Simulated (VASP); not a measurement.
# Cr3Cu (Pm-3m) in VASP: a series of runs

One crystal, Cr3Cu, is run at these levels: LDA; tasks: single point.

Everything below comes from runs of VASP 6.6.1. Logs are shortened: lines on timing, memory, paths and dates and some standing lists are left out, and cuts for length are marked.

## 1. The crystal as given

The structure is cubic, space group Pm-3m (No. 221). Conventional cell: a = 3.602 Å, b = 3.602 Å, c = 3.602 Å, α = 90.00°, β = 90.00°, γ = 90.00°. Cu (site symmetry m-3m) is surrounded by 12 Cr at 2.55 Å. Cr (site symmetry 4/mmm) is surrounded by 4 Cu at 2.55 Å and 8 Cr at 2.55 Å.

The cell comes from a database or a generator and needn't be the stable form of this composition.

## 2. Single point, LDA, collinear spin, ferromagnetic start

Contents of INCAR:

```
  PREC = Accurate
  ENCUT = 520
  EDIFF = 1E-6
  ISMEAR = 0
  SIGMA = 0.05
  LREAL = F
  LASPH = T
  NELM = 120
  ALGO = Normal
  ISIF = 2
  LWAVE = F
  LCHARG = T
  ISPIN = 2
  MAGMOM = 0.6 3 3 3
  LORBIT = 11
  LMAXMIX = 4
  GGA = CA
  LELF = T
  LVHAR = T
```

Contents of KPOINTS:

```
Automatic mesh
0
Gamma
  7 7 7
```

Contents of POSCAR:

```
Cr3Cu
1.0
    3.6019180000      0.0000000000      0.0000000000
    0.0000000000      3.6019180000      0.0000000000
    0.0000000000      0.0000000000      3.6019180000
Cu Cr
1 3
Direct
    0.0000000000      0.0000000000      0.0000000000
    0.5000000000      0.5000000000      0.0000000000
    0.5000000000      0.0000000000      0.5000000000
    0.0000000000      0.5000000000      0.5000000000
```

Potentials or basis: VASP PAW LDA potentials, release 64 (Cu, Cr_pv).

The run is started by

```sh
$ cat potpaw_LDA.64/Cu/POTCAR potpaw_LDA.64/Cr_pv/POTCAR > POTCAR
$ mpirun -np 1 vasp_std > vasp.out
```

OUTCAR:

```text
PREC = Accurate
   ENCUT = 520
   EDIFF = 1E-6
   ISMEAR = 0
   LREAL = F
   LASPH = T
   NELM = 120
   ISIF = 2
   ISPIN = 2
   LORBIT = 11
   GGA = CA

 ion  position               nearest neighbor table
   1  0.000  0.000  0.000-   2 2.55   3 2.55   4 2.55   3 2.55   4 2.55   2 2.55   4 2.55   4 2.55
                             2 2.55   3 2.55   3 2.55   2 2.55
   2  0.500  0.500  0.000-   1 2.55   3 2.55   4 2.55   3 2.55   4 2.55   1 2.55   3 2.55   3 2.55
                             1 2.55   4 2.55   4 2.55   1 2.55
   3  0.500  0.000  0.500-   1 2.55   2 2.55   4 2.55   1 2.55   2 2.55   2 2.55   4 2.55   2 2.55
                             1 2.55   4 2.55   1 2.55   4 2.55
   4  0.000  0.500  0.500-   1 2.55   2 2.55   3 2.55   1 2.55   2 2.55   1 2.55   3 2.55   1 2.55
                             2 2.55   3 2.55   2 2.55   3 2.55

  LATTYP: Found a simple cubic cell.
 ALAT       =     3.6019180000

  Lattice vectors:

 A1 = (   3.6019180000,   0.0000000000,   0.0000000000)
 A2 = (   0.0000000000,   3.6019180000,   0.0000000000)
 A3 = (   0.0000000000,   0.0000000000,   3.6019180000)

Analysis of symmetry for initial positions (statically):
=====================================================================
 Subroutine PRICEL returns:
 Original cell was already a primitive cell.

 Routine SETGRP: Setting up the symmetry group for a
 simple cubic supercell.

 Subroutine GETGRP returns: Found 48 space group operations
 (whereof 48 operations were pure point group operations)
 out of a pool of 48 trial point group operations.

The static configuration has the point symmetry O_h .

Analysis of symmetry for dynamics (positions and initial velocities):
=====================================================================
 Subroutine PRICEL returns:
 Original cell was already a primitive cell.

 Routine SETGRP: Setting up the symmetry group for a
 simple cubic supercell.

 Subroutine GETGRP returns: Found 48 space group operations
 (whereof 48 operations were pure point group operations)
 out of a pool of 48 trial point group operations.

The dynamic configuration has the point symmetry O_h .

Analysis of structural, dynamic, and magnetic symmetry:
=====================================================================
 Subroutine PRICEL returns:
 Original cell was already a primitive cell.

 Routine SETGRP: Setting up the symmetry group for a
 simple cubic supercell.

 Subroutine GETGRP returns: Found 48 space group operations
 (whereof 48 operations were pure point group operations)
 out of a pool of 48 trial point group operations.

The overall configuration has the point symmetry O_h .

 Subroutine INISYM returns: Found 48 space group operations
 (whereof 48 operations are pure point group operations),
 and found     1 'primitive' translations

----------------------------------------------------------------------------------------

                                     Primitive cell

  volume of cell :      46.7306

  direct lattice vectors                    reciprocal lattice vectors
     3.601918000  0.000000000  0.000000000     0.277629863  0.000000000  0.000000000
     0.000000000  3.601918000  0.000000000     0.000000000  0.277629863  0.000000000
     0.000000000  0.000000000  3.601918000     0.000000000  0.000000000  0.277629863

  length of vectors
     3.601918000  3.601918000  3.601918000     0.277629863  0.277629863  0.277629863

  position of ions in fractional coordinates (direct lattice)
     0.000000000  0.000000000  0.000000000
     0.500000000  0.500000000  0.000000000
     0.500000000  0.000000000  0.500000000
     0.000000000  0.500000000  0.500000000

  ion indices of the primitive-cell ions
   primitive index   ion index
                 1           1
                 2           2
                 3           3
                 4           4

----------------------------------------------------------------------------------------

 KPOINTS: Automatic mesh

Automatic generation of k-mesh.
 Grid dimensions read from file:
 generate k-points for:    7    7    7

 Generating k-lattice:

  Cartesian coordinates                     Fractional coordinates (reciprocal lattice)
     0.039661409  0.000000000  0.000000000     0.142857143  0.000000000  0.000000000
     0.000000000  0.039661409  0.000000000     0.000000000  0.142857143  0.000000000
     0.000000000  0.000000000  0.039661409     0.000000000  0.000000000  0.142857143

  Length of vectors
     0.039661409  0.039661409  0.039661409

  Shift w.r.t. Gamma in fractional coordinates (k-lattice)
     0.000000000  0.000000000  0.000000000

 Subroutine IBZKPT returns following result:
 ===========================================

 Found     20 irreducible k-points:

 Following reciprocal coordinates:
            Coordinates               Weight
  0.000000  0.000000  0.000000      1.000000
  0.142857  0.000000  0.000000      6.000000
  0.285714  0.000000  0.000000      6.000000
  0.428571  0.000000  0.000000      6.000000
  0.142857  0.142857  0.000000     12.000000
  0.285714  0.142857  0.000000     24.000000
[... 12 lines left out ...]
  0.428571  0.428571  0.285714     24.000000
  0.428571  0.428571  0.428571      8.000000
   k-points           NKPTS =     20   k-points in BZ     NKDIM =     20   number of bands    NBANDS=     33
   number of dos      NEDOS =    301   number of ions     NIONS =      4
   total plane-waves  NPLWV =  21952
   dimension x,y,z NGX =    28 NGY =   28 NGZ =   28
   dimension x,y,z NGXF=    56 NGYF=   56 NGZF=   56
   ions per type =               1   3
   NGX,Y,Z   is equivalent  to a cutoff of  12.92, 12.92, 12.92 a.u.
   NGXF,Y,Z  is equivalent  to a cutoff of  25.85, 25.85, 25.85 a.u.
 SYSTEM =  unknown system
   PREC   = accura    normal or accurate (medium, high low for compatibility)
   ISTART =      0    job   : 0-new  1-cont  2-samecut
   ICHARG =      2    charge: 1-file 2-atom 10-const
   ISPIN  =      2    spin polarized calculation?
   LNONCOLLINEAR =      F non collinear calculations
   LSORBIT =      F    spin-orbit coupling
   LASPH  =      T    aspherical Exc in radial PAW
   ENCUT  =  520.0 eV  38.22 Ry    6.18 a.u.   6.70  6.70  6.70*2*pi/ulx,y,z
   NELM   =    120;   NELMIN=  2; NELMDL= -5     # of ELM steps
   EDIFF  = 0.1E-05   stopping-criterion for ELM
   LREAL  =      F    real-space projection
   EDIFFG = 0.1E-04   stopping-criterion for IOM
   NSW    =      0    number of steps for IOM
   IBRION =     -1    ionic relax: 0-MD 1-quasi-New 2-CG
   NFREE  =      0    steps in history (QN), initial steepest desc. (CG)
   ISIF   =      2    stress and relaxation
   ISYM   =      2    0-nonsym 1-usesym 2-fastsym
   POTIM  = 0.5000    time-step for ionic-motion
   TEBEG  =    0.0;   TEEND  =   0.0 temperature during run
   PSTRESS=    0.0 pullay stress
   NELECT =      47.0000    total number of electrons
   NUPDOWN=      -1.0000    fix difference up-down
   EMIN   =  10.00;   EMAX   =-10.00  energy-range for DOS
   EFERMI =   0.00;   METHOD = LEGACY
   ISMEAR =     0;   SIGMA  =   0.05  broadening in eV -4-tet -1-fermi 0-gaus
   EFERMI_NEDOS =   21; number of points for ismear=-14 and -15
   IALGO  =     38    algorithm
   IMIX   =      4    mixing-type and parameters
     AMIX     =   0.40;   BMIX     =  1.00
     AMIX_MAG =   1.60;   BMIX_MAG =  1.00
  volume/ion in A,a.u.               =      11.68        78.84
  Fermi-wavevector in a.u.,A,eV,Ry     =   1.640238  3.099601 36.604867  2.690382
  Thomas-Fermi vector in A             =   2.730910
   LORBIT       =     11    0 simple, 1 ext, 2 COOP (PROOUT), +10 PAW based schemes
   GGA     = CA    functional components
   LHFCALC =     F    Hartree Fock is set to
   AEXX    =    0.0000 exact exchange contribution
   IVDW    =     0    specifies the selected vdW correction
   LEPSILON=     F    determine dielectric tensor
   LRPA    =     F    only Hartree local field effects (RPA)
 spin polarized calculation
 Gauss-broadening in eV      SIGMA  =   0.05
  energy-cutoff  :      520.00
  volume of cell :       46.73
 maximum number of plane-waves:      1274
 NGX is ok and might be reduce to    28
   NGX = 13   NGY = 13   NGZ = 13

 number of electron      46.9999956 magnetization       0.0007088

 number of electron      46.9999956 magnetization      -0.0008382

 Free energy of the ion-electron system (eV)
  ---------------------------------------------------
  ext. energy  EPLUGINS =         0.00000000
  ---------------------------------------------------
  free energy    TOTEN  =       -35.30435043 eV

  energy without entropy =      -35.29995353  energy(sigma->0) =      -35.30215198

 E-fermi :   9.6977     XC(G=0): -13.7509

 val. band max:        9.6762053618   @ k =   0.2857   0.1429   0.1429
 cond. band min:       9.7927439167   @ k =   0.4286   0.0000   0.0000
 fundamental gap:      0.1165385549
 Fermi energy:         9.6976894770

 spin component 1

 k-point     1 :       0.0000    0.0000    0.0000
  band No.  band energies     occupation
      1     -33.0388      1.00000
      2     -33.0388      1.00000
      3     -33.0388      1.00000
      4     -32.6779      1.00000
      5     -32.6779      1.00000
      6     -32.6779      1.00000
[... 25 lines left out ...]
     32      12.7304      0.00000
     33      12.7304      0.00000

 k-point     2 :       0.1429    0.0000    0.0000
  band No.  band energies     occupation
      1     -33.0218      1.00000
      2     -33.0218      1.00000
      3     -33.0130      1.00000
      4     -32.6836      1.00000
      5     -32.6836      1.00000
      6     -32.6803      1.00000
[... 25 lines left out ...]
     32      14.0583      0.00000
     33      14.0583      0.00000
[... 610 lines left out ...]
     32      13.0487      0.00000
     33      13.4032      0.00000

 k-point    20 :       0.4286    0.4286    0.4286
  band No.  band energies     occupation
      1     -33.2006      1.00000
      2     -32.9948      1.00000
      3     -32.9915      1.00000
      4     -32.9915      1.00000
      5     -32.4939      1.00000
      6     -32.4939      1.00000
[... 25 lines left out ...]
     32      12.4688      0.00000
     33      12.4688      0.00000
 Fermi energy:         9.6976894770

 spin component 2

 k-point     1 :       0.0000    0.0000    0.0000
  band No.  band energies     occupation
      1     -33.0388      1.00000
      2     -33.0388      1.00000
      3     -33.0388      1.00000
      4     -32.6779      1.00000
      5     -32.6779      1.00000
      6     -32.6779      1.00000
[... 25 lines left out ...]
     32      12.7303      0.00000
     33      12.7303      0.00000

 k-point     2 :       0.1429    0.0000    0.0000
  band No.  band energies     occupation
      1     -33.0218      1.00000
      2     -33.0218      1.00000
      3     -33.0130      1.00000
      4     -32.6836      1.00000
      5     -32.6836      1.00000
      6     -32.6803      1.00000
[... 25 lines left out ...]
     32      14.0583      0.00000
     33      14.0583      0.00000
[... 610 lines left out ...]
     32      13.0486      0.00000
     33      13.4031      0.00000

 k-point    20 :       0.4286    0.4286    0.4286
  band No.  band energies     occupation
      1     -33.2006      1.00000
      2     -32.9948      1.00000
      3     -32.9915      1.00000
      4     -32.9915      1.00000
      5     -32.4939      1.00000
      6     -32.4939      1.00000
[... 25 lines left out ...]
     32      12.4687      0.00000
     33      12.4687      0.00000

------------------------ aborting loop because EDIFF is reached ----------------------------------------

  FORCE on cell =-STRESS in cart. coord.  units (eV):
  Direction    XX          YY          ZZ          XY          YZ          ZX
  --------------------------------------------------------------------------------------
  -------------------------------------------------------------------------------------
  Total       -4.8275123     -4.8275123     -4.8275123     -0.0000000      0.0000000     -0.0000000
  in kB     -165.5131509   -165.5131509   -165.5131509     -0.0000000      0.0000000     -0.0000000
  external PRESSURE =    -165.5131509 kB  Pullay stress =       0.0000000 kB

 VOLUME and BASIS-vectors are now :
 -----------------------------------------------------------------------------
  energy-cutoff  :      520.00
  volume of cell :       46.73
      direct lattice vectors                 reciprocal lattice vectors
     3.601918000  0.000000000  0.000000000     0.277629863  0.000000000  0.000000000
     0.000000000  3.601918000  0.000000000     0.000000000  0.277629863  0.000000000
     0.000000000  0.000000000  3.601918000     0.000000000  0.000000000  0.277629863

 POSITION                                       TOTAL-FORCE (eV/Angst)
 -----------------------------------------------------------------------------------
      0.00000      0.00000      0.00000         0.000000      0.000000      0.000000
      1.80096      1.80096      0.00000         0.000000      0.000000      0.000000
      1.80096      0.00000      1.80096         0.000000      0.000000      0.000000
      0.00000      1.80096      1.80096         0.000000      0.000000      0.000000
 -----------------------------------------------------------------------------------
    total drift:                                0.000000      0.000000      0.000000

  FREE ENERGIE OF THE ION-ELECTRON SYSTEM (eV)
  ---------------------------------------------------
  free  energy   TOTEN  =       -35.3043504287 eV

  energy  without entropy=      -35.2999535287  energy(sigma->0) =      -35.30215198

 total charge

# of ion       s       p       d       tot
------------------------------------------
    1        0.556   0.599   9.072  10.227
    2        0.403   6.338   4.217  10.957
    3        0.403   6.338   4.217  10.957
    4        0.403   6.338   4.217  10.957
--------------------------------------------------
tot          1.764  19.614  21.722  43.099

 magnetization (x)

# of ion       s       p       d       tot
------------------------------------------
    1       -0.000  -0.000   0.000  -0.000
    2        0.000  -0.000  -0.000  -0.000
    3        0.000  -0.000  -0.000  -0.000
    4        0.000  -0.000  -0.000  -0.000
--------------------------------------------------
tot          0.000  -0.000  -0.000  -0.000
```

Run time: 54 s. Hardware: 1 thread of Intel Xeon 6975P-C (Granite Rapids), shared host; peak memory 0.15 GiB.

Results:

- Free energy: -35.3044 eV
- Pressure: -16.6 GPa
- Band gap on the k mesh: none (metal or under the smearing width)
- Net moment: 0.00 μB per cell
- Valence electrons inside the program's atomic spheres: Cu 10.23; Cr 10.96

Caveat: the starting moments collapsed, and a magnetic state may lie lower; so large a pressure means that the cell lies far from this level's equilibrium, or that cutoff or potentials fall short.

## 3. Single point, LDA, collinear spin, ferromagnetic start

Contents of run.py:

```python
from ase.calculators.vasp import Vasp
from ase.dft.bandgap import bandgap
from ase.io import read

atoms = read('Cr3Cu.xyz')
atoms.set_initial_magnetic_moments([0.6, 3.0, 3.0, 3.0])
calc = Vasp(
    directory='calc',
    xc='lda',
    pp='LDA',
    setups='recommended',
    prec='Accurate',
    encut=520,
    ediff=1e-07,
    ismear=0,
    sigma=0.05,
    lreal=False,
    lasph=True,
    nelm=150,
    algo='Normal',
    isif=2,
    lwave=False,
    lcharg=True,
    ispin=2,
    lorbit=11,
    lmaxmix=4,
    lelf=True,
    lvhar=True,
    kpts=[7, 7, 7],
    gamma=True,
    nbands=36,
)
atoms.calc = calc

print('energy (eV):', atoms.get_potential_energy())
print('free energy (eV):', atoms.get_potential_energy(force_consistent=True))
print('forces (eV/A):')
print(atoms.get_forces())
print('stress (eV/A^3, Voigt):', atoms.get_stress())
print('Fermi level (eV):', calc.get_fermi_level())
print('moment (muB):', atoms.get_magnetic_moment())
print('site moments (muB):', atoms.get_magnetic_moments())
gap, top, bottom = bandgap(calc)
print('band gap (eV):', gap, 'from (spin, k, band)', top, 'to', bottom)
```

Contents of Cr3Cu.xyz:

```xyz
4
Lattice="3.6019180000 0.0000000000 0.0000000000 0.0000000000 3.6019180000 0.0000000000 0.0000000000 0.0000000000 3.6019180000" Properties=species:S:1:pos:R:3 pbc="T T T"
Cu     0.0000000000      0.0000000000      0.0000000000
Cr     1.8009590000      1.8009590000      0.0000000000
Cr     1.8009590000      0.0000000000      1.8009590000
Cr     0.0000000000      1.8009590000      1.8009590000
```

Potentials or basis: VASP PAW LDA potentials, release 64 (Cu, Cr_pv).

The run is started by

```sh
$ python run.py
```

It took 62 s on 1 thread of Intel Xeon 6975P-C (Granite Rapids), shared host; peak memory 0.16 GiB.

It converged, with:

```yaml
Free_energy: -35.3044 eV
Pressure: -16.5 GPa
Band_gap_on_the_k_mesh: none (metal or under the smearing width)
Net_moment: 0.00 μB per cell
Valence_electrons_inside_the_program's_atomic_spheres: Cu 10.23; Cr 10.96
```

Levels at points of the mesh, in eV from the Fermi level:
Spin up:
```tsv
k point	band 19	band 20	band 21	band 22	band 23	band 24	band 25	band 26	band 27	band 28
(0.00, 0.00, 0.00)	-1.69	-0.89	-0.89	1.12	1.12	1.12	1.79	1.79	2.45	2.87
```
Spin down:
| k point | band 19 | band 20 | band 21 | band 22 | band 23 | band 24 | band 25 | band 26 | band 27 | band 28 |
| --- | --- | --- | --- | --- | --- | --- | --- | --- | --- | --- |
| (0.00, 0.00, 0.00) | -1.69 | -0.89 | -0.89 | 1.12 | 1.12 | 1.12 | 1.79 | 1.79 | 2.45 | 2.87 |

Caveat: the starting moments collapsed, and a magnetic state may lie lower; so large a pressure means that the cell lies far from this level's equilibrium, or that cutoff or potentials fall short.

## 4. The reference run

An earlier run on the cell as given: functional PBE; potentials or basis VASP PAW PBE potentials, release 64 (Cu, Cr_pv); cutoff 520 eV; k mesh 7 × 7 × 7; occupations fermi-dirac, width 0.05 eV; collinear spin, ferromagnetic start; starting moments [0.6, 3.0, 3.0, 3.0] μB.

* Pressure: -0.9 GPa
* Band gap on the k mesh: none (metal or under the smearing width)
* Net moment: 0.00 μB per cell
* Valence electrons inside the program's atomic spheres: Cu 10.21; Cr 10.95
